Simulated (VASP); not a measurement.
An input for Ansatz (written as the equivalent of a VASP run, and not itself run):

Ansatz 0.2 input:
```yaml
crystal:
  lattice:
    - [0.0000000, 2.4531000, 2.4531000]
    - [2.4531000, 0.0000000, 2.4531000]
    - [2.4531000, 2.4531000, 0.0000000]
  symmetry: { detect: false }
  atoms:
    - { symbol: Ca, position: [0.0000000, 0.0000000, 0.0000000] }
    - { symbol: O, position: [0.5000000, 0.5000000, 0.5000000] }
kpoints:
  mp_grid: { grid: [8, 8, 8] }
hamiltonian:
  xc: pbe
  pseudopotentials: { kind: paw }
scf:
  occupations: { method: gaussian, width: 0.05 }
  max_iter: 100
output: { forces: true, stress: true, eigenvalues: true }
```

Q: Write the VASP files for the same calculation (PBE).

A: Several could match; the one computed here: 
File KPOINTS:
```
K-points
0
Gamma
 8 8 8
```

### POSCAR
```
CaO
3.4692070
  0.0000000000   0.7071068403   0.7071068403
  0.7071068403   0.0000000000   0.7071068403
  0.7071068403   0.7071068403   0.0000000000
Ca O
1 1
direct
  0.0000000000   0.0000000000   0.0000000000
  0.5000000000   0.5000000000   0.5000000000
```

**INCAR**
```
SYSTEM=CaO
PREC=Accurate; ENCUT=520; LREAL=.False.
LASPH=.True.; ISYM=0
EDIFF=1E-6; NELM=100; ALGO=Normal
ISMEAR=0; SIGMA=0.05
GGA=PE
ISIF=2
LWAVE=.False.; LCHARG=.False.
```

POTCAR, in this order: Ca_sv O (PBE.64 set). Program: vasp_std.

The two are equivalent in intent, not identical: each code has its own PAW files, so the cut-off isn't converted (ENCUT is set for VASP's; basis.ecutwfc is left out, and Ansatz then takes the one that its files recommend); Ansatz stops its SCF on the density residual and VASP on the energy change (EDIFF).

The compound is CaO in the rock salt structure. The cell was not relaxed at this level. The run is one of a series of settings (ISYM = 0 against the base run), some of them coarse on purpose.
